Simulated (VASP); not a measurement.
## SiRh3 under changes of volume

One of the cells (13.993 Å³/atom); the others are scaled copies at fixed shape and fractional positions:

```
Rh Si
1.0
    -1.94637    1.94637    3.69364
     1.94637   -1.94637    3.69364
     1.94637    1.94637   -3.69364
Rh Si
3 1
Cartesian
  0.0000 0.0000 3.6936
  1.9464 0.0000 1.8468
  0.0000 1.9464 1.8468
  0.0000 0.0000 0.0000
```

The cell comes from a database or a generator and needn't be the stable form of this composition.

```yaml
Program: VASP 6.6.1
Functional: PBE
Potentials_or_basis: VASP PAW PBE potentials, release 64 (Rh_pv, Si)
Cutoff: 520 eV
k_mesh: 10 × 10 × 10
Occupations: fermi-dirac, width 0.05 eV
Spin: no spin polarisation
```

```csv
volume (Å³/atom),energy over the lowest point (meV/atom),pressure (GPa)
12.895,28.99,14.6
13.170,9.46,8.3
13.444,0.00,2.8
13.993,6.86,-6.4
14.267,?,?
14.542,41.82,-13.7
```

Q: What does the run at 14.267 Å³/atom give?

A: Energy over the lowest point 21.24 meV/atom; pressure -10.3 GPa.

Worked out: A Birch-Murnaghan fit of order 3 (a polynomial in V^(-2/3)) to the other rows has its minimum at 13.60 Å³/atom with B0 = V·E''(V) = 241 GPa and B' = 5.0 at fixed shape and positions, which overstates the stiffness. It gives 21.20 meV/atom at 14.267 Å³/atom, against the run's 21.24, and -dE/dV = -10.3 GPa, against -10.3.

Energies are extrapolated to zero smearing.
